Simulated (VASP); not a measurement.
Crystal: MoS2.

```
CELL_PARAMETERS angstrom
3.16900 0.00000 0.00000
-1.58450 2.74443 0.00000
0.00000 0.00000 12.32400
ATOMIC_POSITIONS crystal
Mo 0.33333 0.66667 0.25000
Mo 0.66667 0.33333 0.75000
S 0.33333 0.66667 0.62300
S 0.66667 0.33333 0.12300
S 0.33333 0.66667 0.87700
S 0.66667 0.33333 0.37700
```

| Quantity | Value |
| --- | --- |
| Program | VASP 6.6.1 |
| Task | relaxation of cell and atoms |
| Functional | LDA |
| Potentials or basis | VASP PAW LDA potentials, release 64 (Mo_sv, S) |
| Cutoff | 600 eV |
| k mesh | 12 × 12 × 3 |
| Occupations | gaussian, width 0.03 eV |
| Spin | no spin polarisation |

At the start: pressure -5.5 GPa; volume 17.86 Å³/atom.

Task: Where does the relaxation end?

Result: Over 11 steps the energy falls by 12.1 meV/atom and the volume is 17.01 Å³/atom (-4.8 %); space group P6_3/mmc (No. 194, to 0.05 Å).

The path:
```tsv
step	energy change (eV)	largest force (eV/Å)	pressure (GPa)	volume (Å³)
1	0.0000	0.4650	-5.54	107.18
2	0.2140	1.6299	12.97	97.88
3	-0.0641	0.1484	-0.35	104.03
4	-0.0642	0.1606	-0.23	103.97
5	-0.0691	0.0352	-0.06	103.40
6	-0.0691	0.0373	-0.06	103.41
7	-0.0696	0.0329	-0.09	103.29
8	-0.0709	0.0217	-0.09	102.95
9	-0.0722	0.0013	-0.09	102.26
10	-0.0723	0.0102	-0.08	102.01
11	-0.0723	0.0084	-0.08	102.05
```

Final structure:
```yaml
crystal:
  lattice:
    - [3.12401, 0.00000, 0.00000]
    - [-1.56200, 2.70547, 0.00000]
    - [0.00000, 0.00000, 12.07455]
  atoms:
    - { symbol: Mo, position: [0.33333, 0.66667, 0.25000] }
    - { symbol: Mo, position: [0.66667, 0.33333, 0.75000] }
    - { symbol: S, position: [0.33333, 0.66667, 0.62124] }
    - { symbol: S, position: [0.66667, 0.33333, 0.12124] }
    - { symbol: S, position: [0.33333, 0.66667, 0.87876] }
    - { symbol: S, position: [0.66667, 0.33333, 0.37876] }
```
